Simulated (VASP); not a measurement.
```
CELL_PARAMETERS angstrom
      4.96126     0.00000     0.00000
      3.30751     3.69790     0.00000
      0.00000     0.00000    23.91440
ATOMIC_POSITIONS crystal
  Ag 0.64665 0.64665 0.33496
  Ag 0.94970 0.94970 0.36694
  Ag 0.25256 0.25256 0.40308
  Ag 0.54758 0.54758 0.44388
  Ag 0.84846 0.84846 0.48121
  Ag 0.15154 0.15154 0.51879
  Ag 0.45242 0.45242 0.55612
  Ag 0.74744 0.74744 0.59692
  Ag 0.05030 0.05030 0.63306
  Ag 0.35335 0.35335 0.66504
```

All values below come from PBEsol GGA, VASP's PBE PAW potentials (set 64) (plane waves; VASP). Settings: PREC = Normal, 400 eV cut-off, 8×8×1 Γ-centred mesh, first-order Methfessel-Paxton smearing of 0.10 eV, potentials Ag.

Problem. Predict the energy per atom (σ→0), band gap (on the k-mesh) with the smallest direct gap where there is one.

Solution. 
The band gap (on the k-mesh) is none (metal, semimetal or under 0.01 eV) and the energy per atom (σ→0) is -3.029 eV/atom.

The cell is a thin slab with vacuum, built from Ag (fcc): (210) face.
